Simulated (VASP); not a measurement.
A cell of Au (fcc) near equilibrium:

```yaml
crystal:
  lattice:
    - [0.00000, 2.07727, 2.07727]
    - [2.07727, 0.00000, 2.07727]
    - [2.07727, 2.07727, 0.00000]
  atoms:
    - { symbol: Au, position: [0.00000, 0.00000, 0.00000] }
```

These are PBE GGA, VASP's PBE PAW potentials (set 64) (plane waves; VASP) values and carry that method's errors.

```csv
run,ΔE (meV/atom),σxx,σyy,σzz,"largest shear component, with its sign (GPa)",largest force (eV/Å)
as it is,0.0,0.01,0.01,0.01,0.00,0.000
after one change,6.4,-3.76,-3.76,-3.76,0.00,0.000
```
Stress is in GPa, positive when the cell is compressed.

Question: Name the change that produced these shifts.
(A) biaxial strain of -0.5 % in the xy plane
(B) isotropic strain of +1.0 %
(C) biaxial strain of +2.0 % in the xy plane
(D) isotropic strain of -2.0 %

Answer: B, isotropic strain of +1.0 %

The compound is Au in the fcc structure.
